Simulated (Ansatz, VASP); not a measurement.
# Hf in two plane-wave programs, part 2 of 2

Wanted: the spread between two codes on one cell, functional and k mesh. The cell is taken from a series of runs on this material, whose earlier steps may have relaxed, scaled, displaced or heated it; both programs get it as it stands.

VASP 6.6.1 and Ansatz 0.2.0.

So far: Set-up; Ansatz: relaxation of cell and atoms, LDA, pair 1; VASP: relaxation of cell and atoms, LDA, pair 1; Side by side.

## Step 5: VASP: relaxation of cell and atoms, LDA, pair 2

Level of this step: LDA; plane waves and PAW (Hf_pv) (VASP).

The relaxed volume is the usual yardstick between codes: in a stiff, nearly cubic crystal its relative difference is about their pressure difference at one cell divided by the bulk modulus. This pair takes another cell of the material, with 2 atoms against 1 for the pair before.

The input, INCAR:

```
SYSTEM = Hf
PREC = Accurate
ENCUT = 500
EDIFF = 1E-07
NELM = 120
ISMEAR = 1
SIGMA = 0.2
LREAL = .FALSE.
ALGO = Normal
GGA = PW92
NBANDS = 16
LASPH = .TRUE.
LORBIT = 11
LWAVE = .FALSE.
LCHARG = .FALSE.
ISIF = 3
IBRION = 2
NSW = 80
EDIFFG = -0.005
GGA_COMPAT = .FALSE.
NELMIN = 4
KPAR = 2
```

The input, POSCAR:

```
Hf
1.0
    3.1197190000      0.0000000000      0.0000000000
   -1.5598600000      2.7017560000      0.0000000000
    0.0000000000      0.0000000000      4.9419590000
Hf
2
Direct
    0.6666668187      0.3333332100      0.7499999494
    0.3333335019      0.6666667900      0.2500000506
```

The input, KPOINTS:

```
Automatic mesh
0
Gamma
15 15 8
0 0 0
```

The projector-augmented-wave data sets are Hf_pv (LDA family, release 64).

Run with:

```
$ mpirun -np 2 vasp_std
```

Numbers of over 12 decimals in the logs are rounded to 6 here.

The program printed:

```text
[banner, memory and clock lines left out]
running    2 mpi-ranks, on    1 nodes
[...]
[... a notice as in an earlier step ...]

 LDA part: xc-table for (Slater(with rela. corr.)+PW92), standard interpolation
 POSCAR, INCAR and KPOINTS ok, starting setup
[...]
entering main loop
       N       E                     dE             d eps       ncg     rms          rms(c)
DAV:   1     0.460347309015E+02    0.46035E+02   -0.11408E+04  4328   0.116E+03
DAV:   2    -0.205187590003E+02   -0.66553E+02   -0.65016E+02  5752   0.248E+02
DAV:   3    -0.220566937522E+02   -0.15379E+01   -0.15325E+01  5704   0.262E+01
DAV:   4    -0.220672243191E+02   -0.10531E-01   -0.10529E-01  5392   0.264E+00
[...]
DAV:  10    -0.213684786870E+02    0.32831E-05   -0.44952E-05  5160   0.484E-02    0.200E-01
DAV:  11    -0.213684755255E+02    0.31615E-05   -0.45510E-06  5776   0.142E-02    0.118E-02
DAV:  12    -0.213684754925E+02    0.32995E-07   -0.42519E-07  4952   0.450E-03
   1 F= -.21368475E+02 E0= -.21369500E+02  d E =-.213685E+02
[... from here on, the cycles between the ionic steps are left out ...]
   2 F= -.21368484E+02 E0= -.21369523E+02  d E =-.883175E-05
   3 F= -.21368485E+02 E0= -.21369521E+02  d E =-.901696E-05
   4 F= -.21368486E+02 E0= -.21369537E+02  d E =-.146786E-05
 trial-energy change:   -0.000001  1 .order   -0.000001   -0.000008    0.000006
 step:   0.5791(harm=  0.5791)  dis= 0.00000  next Energy=   -21.368487 (dE=-0.241E-05)
 reached required accuracy - stopping structural energy minimisation
```

Parts of OUTCAR (step 5):

```text
  Total       -0.0081094     -0.0081095     -0.0002179      0.0000000      0.0000000     -0.0000000
  in kB       -0.3118949     -0.3118949     -0.0083812      0.0000001      0.0000000     -0.0000000
  external PRESSURE =      -0.2107237 kB  Pullay stress =       0.0000000 kB

 POSITION                                       TOTAL-FORCE (eV/Angst)
 -----------------------------------------------------------------------------------
      1.56054      0.90098      3.70352        -0.000000     -0.000000      0.000000
      0.00000      1.80196      1.23451         0.000000      0.000000     -0.000000
 -----------------------------------------------------------------------------------
    total drift:                               -0.000154      0.000008      0.000023

  FREE ENERGIE OF THE ION-ELECTRON SYSTEM (eV)
  ---------------------------------------------------
  free  energy   TOTEN  =       -21.3684859773 eV

  energy  without entropy=      -21.3716398615  energy(sigma->0) =      -21.36953727

[... 1 part as in an earlier step ...]

[... 3 further parts left out ...]
[key lines of the parts left out:]
E-fermi :   5.3320
```

The run keeps the 24 symmetry operations of its start, so it cannot find a distortion of lower symmetry.

## Step 6: Ansatz: relaxation of cell and atoms, LDA, pair 2

The same cell, functional (in two slightly different forms), mesh and smearing now go to Ansatz, which takes its cutoff from its data sets.

The cell is taken from a series of runs on this material, whose earlier steps may have relaxed, scaled, displaced or heated it; both programs get it as it stands.

The input, input.yaml:

```yaml
crystal:
  lattice:
    - [3.1197190158, 0.0, 0.0]
    - [-1.5598595079, 2.7017559203, 0.0]
    - [0.0, 0.0, 4.9419588119]
  atoms:
    - { symbol: Hf, position: [0.6666666667, 0.3333333333, 0.75] }
    - { symbol: Hf, position: [0.3333333333, 0.6666666667, 0.25] }
kpoints:
  mp_grid: { grid: [15, 15, 8] }
hamiltonian:
  xc: lda
  pseudopotentials: { kind: paw, azcp: { folder: soft_1 }, xc_functional: pbe }
scf:
  occupations: { method: methfessel_paxton, width: 0.2 }
output:
  forces: true
  stress: true
  eigenvalues: true
relax:
  adjacent_minimum: "off"
  f_tol: 0.001
  max_steps: 60
  cell: { stress_tol: 0.01 }
```

Run with:

```
$ ansatz run input.yaml --threads 4 --pin off --max-ram 16384MiB --backend cpu --events-out ev --progress --plain --runs-dir out
```

The program printed:

```text
[...]
Crystal: 2 atoms, lattice volume = 41.654 Å³
Basis set: ecut = 420 eV, 809 PW (Γ)
Bands: 32, of which v1, the nominal top of the filled ones, is band 26 counted from 1 (25 counted from 0)
Symmetry: 24 space group operations
[...]
k-points: 135 of 1800
[...]
k-point 134: bands = [... 22 lower, 17.3663, 17.3663, 17.7618, 17.7618, 19.2184, 19.2184, 21.8751, 21.8751, ... 2 higher]
--- Relaxed structure (3 steps of the walk, 3 accepted, 1 SCFs on fresh bases) ---
[...]
cell:  # Å, volume = 41.6565 Å³
    - [3.120589, 0.0, 0.0]
    - [-1.560294, 2.702509, 0.0]
    - [0.0, 0.0, 4.939454]
  atoms:
    - { symbol: Hf, position: [0.666667, 0.333333, 0.750000] }
    - { symbol: Hf, position: [0.333333, 0.666667, 0.25] }
[key lines of the parts left out:]
SCF converged after 5 iterations
Free energy (F): -30954.985117 eV
Fermi energy:    19.317592 eV
P = ⅓ Tr σ = 0.0014 GPa (0.014 kbar)
```

## Step 7: Comparison

What differs besides the data sets and the points named for the pairs above, as far as they apply: the data sets hold 52 valence electrons in Ansatz (on its PAW soft_1 files) and 20 in VASP. Total energies have different zeros and are not compared.

The two programs side by side:

```csv
quantity,Ansatz,VASP,difference
volume (Å³),41.66,41.66,+0.00 %
"edge a after relaxation, in the typed setting (Å)",3.121,3.121,-0.02 %
"edge c after relaxation, in the typed setting (Å)",4.939,4.938,+0.03 %
```

## Step 8: Ansatz: relaxation of cell and atoms, LDA, pair 3

The relaxed volume is the usual yardstick between codes: in a stiff, nearly cubic crystal its relative difference is about their pressure difference at one cell divided by the bulk modulus. This pair takes another cell of the material, with 4 atoms against 2 for the pair before.

The cell is taken from a series of runs on this material, whose earlier steps may have relaxed, scaled, displaced or heated it; both programs get it as it stands.

input.yaml, the sections that differ from step 6:

```yaml
crystal:
  lattice:
    - [1.5223073412, -5.6875147061, 0.0]
    - [1.5223073412, 5.6875147061, 0.0]
    - [0.0, 0.0, 4.7832927156]
  atoms:
    - { symbol: Hf, position: [0.8207071354, 0.1792928646, 0.75] }
    - { symbol: Hf, position: [0.1792928646, 0.8207071354, 0.25] }
    - { symbol: Hf, position: [0.5667534504, 0.4332465496, 0.75] }
    - { symbol: Hf, position: [0.4332465496, 0.5667534504, 0.25] }
kpoints:
  mp_grid: { grid: [14, 14, 10] }
# hamiltonian, scf, output, relax: as in step 6
```

The program printed:

```text
[...]
Crystal: 4 atoms, lattice volume = 82.829 Å³
Basis set: ecut = 420 eV, 1605 PW (Γ)
Bands: 63, of which v1, the nominal top of the filled ones, is band 52 counted from 1 (51 counted from 0)
Symmetry: 8 space group operations
[...]
k-points: 342 of 1960
[...]
--- Relaxed structure (3 steps of the walk, 3 accepted, 1 SCFs on fresh bases) ---
[...]
cell:  # Å, volume = 82.8248 Å³
    - [1.522401, -5.688829, 0.0]
    - [1.522401, 5.688829, 0.0]
    - [0.0, 0.0, 4.781656]
  atoms:
    - { symbol: Hf, position: [0.820567, 0.179433, 0.750000] }
    - { symbol: Hf, position: [0.179433, 0.820567, 0.250000] }
    - { symbol: Hf, position: [0.566676, 0.433324, 0.750000] }
    - { symbol: Hf, position: [0.433324, 0.566676, 0.250000] }
[key lines of the parts left out:]
SCF converged after 7 iterations
Free energy (F): -61909.842152 eV
Fermi energy:    19.209789 eV
P = ⅓ Tr σ = 0.0060 GPa (0.060 kbar)
```

## Step 9: VASP: relaxation of cell and atoms, LDA, pair 3

The same cell, functional (in two slightly different forms), mesh and smearing now go to VASP, with its own data sets.

Changes to INCAR since step 5:

```diff
@@ -10,3 +10,3 @@
 GGA = PW92
-NBANDS = 16
+NBANDS = 26
 LASPH = .TRUE.
```

The input, POSCAR:

```
Hf
1.0
    1.5223070000     -5.6875150000      0.0000000000
    1.5223070000      5.6875150000      0.0000000000
    0.0000000000      0.0000000000      4.7832930000
Hf
4
Direct
    0.8207071102      0.1792928898      0.7500000523
    0.1792928898      0.8207071102      0.2499999477
    0.5667534064      0.4332465936      0.7500000523
    0.4332465936      0.5667534064      0.2499999477
```

The input, KPOINTS:

```
Automatic mesh
0
Gamma
14 14 10
0 0 0
```

Run with:

```
$ mpirun -np 2 vasp_std
```

The program printed:

```text
[banner, memory and clock lines left out]
running    2 mpi-ranks, on    1 nodes
[...]
[... a notice as in an earlier step ...]

 LDA part: xc-table for (Slater(with rela. corr.)+PW92), standard interpolation
 POSCAR, INCAR and KPOINTS ok, starting setup
[...]
entering main loop
       N       E                     dE             d eps       ncg     rms          rms(c)
DAV:   1     0.146674854706E+03    0.14667E+03   -0.22412E+04 17920   0.144E+03
DAV:   2    -0.353792039609E+02   -0.18205E+03   -0.17838E+03 21168   0.341E+02
DAV:   3    -0.438042502731E+02   -0.84250E+01   -0.81197E+01 23914   0.443E+01
DAV:   4    -0.440138883228E+02   -0.20964E+00   -0.20731E+00 21966   0.655E+00
[...]
DAV:  13    -0.426101110772E+02    0.11481E-07   -0.35418E-06 23612   0.987E-03    0.116E-02
DAV:  14    -0.426101109313E+02    0.14584E-06   -0.61896E-07 19666   0.616E-03    0.662E-03
DAV:  15    -0.426101109337E+02   -0.23365E-08   -0.12515E-07 10534   0.223E-03
   1 F= -.42610111E+02 E0= -.42609083E+02  d E =-.426101E+02
[... from here on, the cycles between the ionic steps are left out ...]
   2 F= -.42610192E+02 E0= -.42609181E+02  d E =-.807792E-04
   3 F= -.42610194E+02 E0= -.42609188E+02  d E =-.835296E-04
   4 F= -.42610224E+02 E0= -.42609214E+02  d E =-.299374E-04
   5 F= -.42610239E+02 E0= -.42609226E+02  d E =-.447275E-04
   6 F= -.42610243E+02 E0= -.42609225E+02  d E =-.409036E-05
   7 F= -.42610247E+02 E0= -.42609231E+02  d E =-.806309E-05
[...]
reached required accuracy - stopping structural energy minimisation
```

Parts of OUTCAR (step 9):

```text
  Total        0.0037857      0.0003830      0.0052035      0.0000000      0.0000000      0.0000000
  in kB        0.0732415      0.0074101      0.1006698      0.0000000      0.0000000      0.0000000
  external PRESSURE =       0.0604405 kB  Pullay stress =       0.0000000 kB

 POSITION                                       TOTAL-FORCE (eV/Angst)
 -----------------------------------------------------------------------------------
      1.52325     -3.64362      3.58506         0.000000     -0.000494      0.000000
      1.52325      3.64362      1.19502         0.000000      0.000494      0.000000
      1.52325     -0.75751      3.58506         0.000000      0.001624     -0.000000
      1.52325      0.75751      1.19502         0.000000     -0.001624      0.000000
 -----------------------------------------------------------------------------------
    total drift:                                0.000000     -0.000097      0.000269

  FREE ENERGIE OF THE ION-ELECTRON SYSTEM (eV)
  ---------------------------------------------------
  free  energy   TOTEN  =       -42.6102472539 eV

  energy  without entropy=      -42.6071981921  energy(sigma->0) =      -42.60923090

[... 1 part as in an earlier step ...]

[... 3 further parts left out ...]
[key lines of the parts left out:]
E-fermi :   5.1392
```

The run keeps the 8 symmetry operations of its start, so it cannot find a distortion of lower symmetry.

## Step 10: Differences

What differs besides the data sets and the points named for the pairs above, as far as they apply: the data sets hold 104 valence electrons in Ansatz (on its PAW soft_1 files) and 40 in VASP. Total energies have different zeros and are not compared.

Both answers:

```csv
quantity,Ansatz,VASP,difference
volume (Å³),82.82,82.81,+0.01 %
"edge a after relaxation, in the typed setting (Å)",5.889,5.887,+0.03 %
"edge c after relaxation, in the typed setting (Å)",4.782,4.780,+0.03 %
```

## Step 11: Summary of results

```json
{
  "difference in volume (relaxation of cell and atoms, LDA, pair 1)": "-0.034 %",
  "difference in edge c after relaxation, in the typed setting (relaxation of cell and atoms, LDA, pair 2)": "0.030 %",
  "difference in edge c after relaxation, in the typed setting (relaxation of cell and atoms, LDA, pair 3)": "0.033 %"
}
```

The difference in volume is -0.034 % (relaxation of cell and atoms, LDA, pair 1), within the 1.2 % picked in this series as the mark of a large difference, as far as the stopping tolerances let one tell. The data sets hold unlike numbers of valence electrons (26 in Ansatz and 10 in VASP, 52 in Ansatz and 20 in VASP and 104 in Ansatz and 40 in VASP), so part of the differences comes from the potentials. 2 further runs of this series are not shown here. Such differences can come from data sets, numerical settings and the points named under the comparisons, not from the functional's error against experiment.

[Lines on the potential files, build, host, timing and source positions are cut from VASP's logs without a mark.]

[Logs are printed without paths, hosts, clocks, repeated set-up lines and the standing remarks that a program may print on its own settings, such as how far it seeks lower states.]

[Hosts, paths, dates, database ids (printed as entryN), source tags and the programs' standing remarks are cut or masked in the printed files.]
